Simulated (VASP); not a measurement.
Input:

```cif
data_CoGa
_chemical_formula_sum 'Ga1 Co1'
_space_group_name_H-M_alt 'P 1'
_space_group_IT_number 1
_cell_length_a 2.87897
_cell_length_b 2.87897
_cell_length_c 2.87897
_cell_angle_alpha 90.000
_cell_angle_beta 90.000
_cell_angle_gamma 90.000
loop_
_space_group_symop_operation_xyz
  'x, y, z'
loop_
_atom_site_label
_atom_site_type_symbol
_atom_site_fract_x
_atom_site_fract_y
_atom_site_fract_z
_atom_site_occupancy
Ga1 Ga 0.50000 0.50000 0.50000 1
Co1 Co 0.00000 0.00000 0.00000 1
```

These are PBE GGA, VASP's PBE PAW potentials (set 64) (plane waves; VASP 6.6.1) values and carry that method's errors. Settings: 480 eV cut-off, 12×12×12 Γ-centred mesh, first-order Methfessel-Paxton smearing of 0.10 eV, potentials Ga_d Co.

Each relaxation starts from this cell; other phases were not tried.

Task: The cell is relaxed at 20 GPa. What happens?

Result: The volume per atom goes from 11.93 to 10.93 Å³ (-8.4 %), and the cell becomes a = b = c = 2.7958 Å, α = β = γ = 90.00°, space group Pm-3m.

Failed runs are left out, and for metals the shear rows, which the mesh's noise covers.

The compound is CoGa in the CsCl type structure. The run is not spin-polarised, so no magnetic state was tried.
